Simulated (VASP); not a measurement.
OSZICAR of a VASP run on ZnS (zinc blende):

**OSZICAR**
```
       N       E                     dE             d eps       ncg     rms          rms(c)
DAV:   1     0.718036828442E+02    0.71804E+02   -0.87353E+03  1222   0.156E+03
DAV:   2    -0.168288210783E+02   -0.88633E+02   -0.85294E+02  1297   0.269E+02
DAV:   3    -0.225933627036E+02   -0.57645E+01   -0.57313E+01  1527   0.702E+01
DAV:   4    -0.226639065898E+02   -0.70544E-01   -0.70515E-01  1357   0.841E+00
DAV:   5    -0.226648527283E+02   -0.94614E-03   -0.94611E-03  1507   0.993E-01    0.927E+00
DAV:   6    -0.124192609137E+02    0.10246E+02   -0.81205E+00  1257   0.992E+01    0.678E+00
DAV:   7    -0.130475651138E+02   -0.62830E+00   -0.20839E+00  1222   0.272E+01    0.417E+00
DAV:   8    -0.129935784460E+02    0.53987E-01   -0.39134E-01  1222   0.143E+01    0.164E+00
DAV:   9    -0.132423206795E+02   -0.24874E+00   -0.29372E-01  1222   0.822E+00    0.374E-01
DAV:  10    -0.130256959791E+02    0.21662E+00   -0.23226E-01  1222   0.522E+00    0.205E-01
DAV:  11    -0.130265359407E+02   -0.83996E-03   -0.69788E-03  1382   0.971E-01    0.129E-01
DAV:  12    -0.130271753789E+02   -0.63944E-03   -0.19664E-04  1367   0.162E-01    0.124E-01
DAV:  13    -0.130281573426E+02   -0.98196E-03   -0.17963E-03  1232   0.791E-01    0.144E-01
DAV:  14    -0.130290100727E+02   -0.85273E-03   -0.69617E-04  1232   0.552E-01    0.923E-02
DAV:  15    -0.130289806408E+02    0.29432E-04   -0.87055E-05  1242   0.115E-01    0.453E-02
DAV:  16    -0.130290536323E+02   -0.72991E-04   -0.89067E-06  1407   0.377E-02    0.185E-02
DAV:  17    -0.130291090164E+02   -0.55384E-04   -0.26282E-05  1232   0.724E-02    0.247E-02
DAV:  18    -0.130291614473E+02   -0.52431E-04   -0.86344E-06  1232   0.476E-02    0.126E-02
DAV:  19    -0.130291490005E+02    0.12447E-04   -0.59023E-06  1247   0.469E-02    0.139E-02
DAV:  20    -0.130291720947E+02   -0.23094E-04   -0.76489E-06  1232   0.392E-02    0.348E-03
DAV:  21    -0.130291715023E+02    0.59231E-06   -0.40622E-07  1412   0.106E-02    0.162E-03
DAV:  22    -0.130291704363E+02    0.10660E-05   -0.35448E-08   751   0.327E-03    0.754E-04
DAV:  23    -0.130291695540E+02    0.88227E-06   -0.32650E-08   651   0.236E-03    0.523E-04
DAV:  24    -0.130291695842E+02   -0.30179E-07   -0.77928E-09   631   0.135E-03
   1 F= -.13029170E+02 E0= -.13029170E+02  d E =0.000000E+00
       N       E                     dE             ncg
       N       E                     dE             ncg
```

Q: Which electronic solver shows in the log?

A: It is blocked Davidson (ALGO = Normal, or the opening steps of other solvers). The INCAR had ALGO = Normal.

Q: Can the final energy be trusted as converged?

A: The run converged. It stopped with EDIFF = 1E-7, NELM = 100 (MS2 meta-GGA, plane waves, VASP's PBE PAW potentials (set 64)).

The compound is ZnS in the zinc blende structure. It was relaxed first.
